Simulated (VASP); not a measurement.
An input for Ansatz (written as the equivalent of a VASP run, and not itself run):

Ansatz 0.2 input:
```yaml
crystal:
  lattice:
    - [0.0000000, 3.2908970, 3.2908970]
    - [3.2908970, 0.0000000, 3.2908970]
    - [3.2908970, 3.2908970, 0.0000000]
  atoms:
    - { symbol: Nb, position: [0.0000000, 0.0000000, 0.0000000] }
    - { symbol: Al, position: [0.2500000, 0.2500000, 0.2500000] }
kpoints:
  mp_grid: { grid: [9, 9, 9] }
hamiltonian:
  xc: pbe
  pseudopotentials: { kind: paw }
scf:
  occupations: { method: methfessel_paxton, width: 0.1 }
  max_iter: 100
relax:
  max_steps: 60
  f_tol: 0.01
  cell: {}
output: { forces: true, stress: true, eigenvalues: true }
```

Question: Translate this input to VASP (INCAR, KPOINTS, POSCAR, choice of POTCAR).

Answer: One answer among several that fit: 
### POSCAR
```
NbAl
1.0
  0.0000000000   3.2908970000   3.2908970000
  3.2908970000   0.0000000000   3.2908970000
  3.2908970000   3.2908970000   0.0000000000
Nb Al
1 1
Cart
  0.0000000000   0.0000000000   0.0000000000
  1.6454485000   1.6454485000   1.6454485000
```

**INCAR**
```
SYSTEM = NbAl
PREC = Accurate
ENCUT = 400
EDIFF = 1E-6
NELM = 100
ALGO = Normal
LREAL = .FALSE.
LASPH = .TRUE.
ISMEAR = 1
SIGMA = 0.1
GGA = PE
LMAXMIX = 4
LWAVE = .FALSE.
LCHARG = .FALSE.
IBRION = 2
ISIF = 3
NSW = 60
EDIFFG = -0.01
```

KPOINTS:
```
K-points
0
gamma
9 9 9
```

POTCAR, in this order: Nb_sv Al (PBE.64 set). Program: vasp_std.

Limits of the translation: each code has its own PAW files, so the cut-off isn't converted (ENCUT is set for VASP's; basis.ecutwfc is left out, and Ansatz then takes the one that its files recommend); Ansatz stops its SCF on the density residual and VASP on the energy change (EDIFF).

The structure was generated: NbAl was put into the zinc blende type (F-43m), which need not be its known phase. This run relaxes it. Symmetry was kept, so distortions that lower it aren't found.
